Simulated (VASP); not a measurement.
Output of a VASP run:

### OUTCAR
```
 ion  position               nearest neighbor table
   1  0.000  0.000  0.000-
  LATTYP: Found a body centered cubic cell.
 ALAT       =     3.1279239306
 Subroutine PRICEL returns:
 Original cell was already a primitive cell.
 Subroutine GETGRP returns: Found 48 space group operations
The static configuration has the point symmetry O_h .
The dynamic configuration has the point symmetry O_h .
 Subroutine INISYM returns: Found 48 space group operations
 Subroutine IBZKPT returns following result:
 Found    195 irreducible k-points:

 Following reciprocal coordinates:
            Coordinates               Weight
  0.000000  0.000000  0.000000      1.000000
  0.055556  0.000000  0.000000     12.000000
  0.111111  0.000000  0.000000     12.000000
  0.166667  0.000000  0.000000     12.000000
  0.222222  0.000000  0.000000     12.000000
  0.277778  0.000000  0.000000     12.000000
  0.333333  0.000000  0.000000     12.000000
  0.388889  0.000000  0.000000     12.000000
  0.444444  0.000000  0.000000     12.000000
  0.500000  0.000000  0.000000      6.000000
  0.055556  0.055556  0.000000     24.000000
  0.111111  0.055556  0.000000     48.000000
  0.166667  0.055556  0.000000     48.000000
  0.222222  0.055556  0.000000     48.000000
  0.277778  0.055556 -0.000000     48.000000
  0.333333  0.055556  0.000000     48.000000
  0.388889  0.055556 -0.000000     48.000000
  0.444444  0.055556  0.000000     48.000000
  0.111111  0.111111  0.000000     24.000000
  0.166667  0.111111  0.000000     48.000000
  0.222222  0.111111  0.000000     48.000000
  0.277778  0.111111  0.000000     48.000000
  0.333333  0.111111 -0.000000     48.000000
  0.388889  0.111111  0.000000     48.000000
  0.444444  0.111111  0.000000     24.000000
  0.166667  0.166667  0.000000     24.000000
  0.222222  0.166667  0.000000     48.000000
  0.277778  0.166667 -0.000000     48.000000
  0.333333  0.166667  0.000000     48.000000
  0.388889  0.166667  0.000000     48.000000
  0.222222  0.222222  0.000000     24.000000
  0.277778  0.222222  0.000000     48.000000
  0.333333  0.222222  0.000000     48.000000
  0.388889  0.222222  0.000000     24.000000
  0.277778  0.277778  0.000000     24.000000
  0.333333  0.277778  0.000000     48.000000
  0.333333  0.333333  0.000000      8.000000
  0.055556  0.055556  0.055556      8.000000
  0.111111  0.055556  0.055556     24.000000
  0.166667  0.055556  0.055556     24.000000
   k-points           NKPTS =    195   k-points in BZ     NKDIM =    195   number of bands    NBANDS=     11
   number of dos      NEDOS =    601   number of ions     NIONS =      1
   total plane-waves  NPLWV =   8000
   dimension x,y,z NGX =    20 NGY =   20 NGZ =   20
   dimension x,y,z NGXF=    40 NGYF=   40 NGZF=   40
   ions per type =               1
   PREC   = accura    normal or accurate (medium, high low for compatibility)
   ISTART =      0    job   : 0-new  1-cont  2-samecut
   ICHARG =      2    charge: 1-file 2-atom 10-const
   ISPIN  =      1    spin polarized calculation?
   LNONCOLLINEAR =      F non collinear calculations
   LSORBIT =      F    spin-orbit coupling
   INIWAV =      1    electr: 0-lowe 1-rand  2-diag
   ENCUT  =  520.0 eV  38.22 Ry    6.18 a.u.   5.04  5.04  5.04*2*pi/ulx,y,z
   NELM   =    100;   NELMIN=  2; NELMDL= -5     # of ELM steps
   EDIFF  = 0.1E-06   stopping-criterion for ELM
   LREAL  =      F    real-space projection
   NLSPLINE    = F    spline interpolate recip. space projectors
   LMAXMIX     =    4 max onsite mixed and CHGCAR
   VOSKOWN=      0    Vosko Wilk Nusair interpolation
   EDIFFG = 0.1E-05   stopping-criterion for IOM
   NSW    =      0    number of steps for IOM
   NBLOCK =      1;   KBLOCK =      1    inner block; outer block
   IBRION =     -1    ionic relax: 0-MD 1-quasi-New 2-CG
   NFREE  =      0    steps in history (QN), initial steepest desc. (CG)
...
```

File OSZICAR:
```
       N       E                     dE             d eps       ncg     rms          rms(c)
DAV:   1     0.907132955908E+02    0.90713E+02   -0.83002E+03  4320   0.131E+03
DAV:   2    -0.109451436550E+02   -0.10166E+03   -0.98660E+02  4656   0.344E+02
DAV:   3    -0.122698801821E+02   -0.13247E+01   -0.13097E+01  4920   0.393E+01
DAV:   4    -0.122743831873E+02   -0.45030E-02   -0.44873E-02  4758   0.234E+00
DAV:   5    -0.122744023231E+02   -0.19136E-04   -0.19114E-04  4945   0.165E-01    0.165E+01
DAV:   6    -0.116330253167E+02    0.64138E+00   -0.11094E+00  4599   0.127E+01    0.452E+00
DAV:   7    -0.115377713053E+02    0.95254E-01   -0.23752E-01  5021   0.545E+00    0.966E-01
DAV:   8    -0.115319446255E+02    0.58267E-02   -0.46959E-03  4470   0.990E-01    0.188E-01
DAV:   9    -0.115319539426E+02   -0.93171E-05   -0.12584E-04  5033   0.149E-01    0.814E-02
DAV:  10    -0.115319617370E+02   -0.77945E-05   -0.85728E-06  4593   0.376E-02    0.930E-03
DAV:  11    -0.115319647894E+02   -0.30524E-05   -0.62971E-07  5135   0.856E-03    0.959E-04
DAV:  12    -0.115319643225E+02    0.46694E-06   -0.10721E-08  2520   0.134E-03    0.107E-04
DAV:  13    -0.115319643625E+02   -0.40015E-07   -0.47865E-10  2346   0.332E-04
   1 F= -.11531964E+02 E0= -.11531964E+02  d E =0.000000E+00
```

File OUTCAR:
```
------------------------ aborting loop because EDIFF is reached ----------------------------------------
  FORCE on cell =-STRESS in cart. coord.  units (eV):
  Direction    XX          YY          ZZ          XY          YZ          ZX
  --------------------------------------------------------------------------------------
  Total       -0.0069814     -0.0069814     -0.0069814      0.0000000     -0.0000000      0.0000000
  in kB       -0.7309904     -0.7309904     -0.7309904      0.0000000     -0.0000000      0.0000000
  external PRESSURE =      -0.7309904 kB  Pullay stress =       0.0000000 kB
  volume of cell :       15.30
      direct lattice vectors                 reciprocal lattice vectors
    -1.563961965  1.563961965  1.563961965     0.000000000  0.319700869  0.319700869
     1.563961965 -1.563961965  1.563961965     0.319700869  0.000000000  0.319700869
     1.563961965  1.563961965 -1.563961965     0.319700869  0.319700869  0.000000000
 POSITION                                       TOTAL-FORCE (eV/Angst)
 -----------------------------------------------------------------------------------
      0.00000      0.00000      0.00000         0.000000     -0.000000     -0.000000
 -----------------------------------------------------------------------------------
    total drift:                                0.000000     -0.000000      0.000000
  FREE ENERGIE OF THE ION-ELECTRON SYSTEM (eV)
  ---------------------------------------------------
  free  energy   TOTEN  =       -11.5319643625 eV

  energy  without entropy=      -11.5319643625  energy(sigma->0) =      -11.53196436

 total charge

# of ion       s       p       d       tot
------------------------------------------
    1        2.391   6.217   3.934  12.542
```
(Selected blocks of OUTCAR.)

### POSCAR
```
Mo
1
   -1.5639619653     1.5639619653     1.5639619653
    1.5639619653    -1.5639619653     1.5639619653
    1.5639619653     1.5639619653    -1.5639619653
Mo
1
Direct
  0.0000000000   0.0000000000   0.0000000000
```

Write an INCAR and KPOINTS that could have produced this output.

Several could match; the one computed here: the input of the run itself, AM05 GGA, plane waves, VASP's PBE PAW potentials (set 64).

### INCAR
```
SYSTEM=Mo
PREC=Accurate; ENCUT=520; LREAL=F
LASPH=T
EDIFF=1E-7; NELM=100; ALGO=Normal
LMAXMIX=4
ISMEAR=-5
GGA=AM
ISIF=2
LWAVE=F; LCHARG=T; LORBIT=11
NEDOS=601
```

KPOINTS:
```
Automatic mesh
0
Gamma
18 18 18
0 0 0
```

POTCAR, in this order: Mo_sv (PBE.64 set). Program: vasp_std.

For a metal the tetrahedron method with Blöchl corrections gives inexact stress and forces.

The compound is Mo in the bcc structure. It was relaxed first.
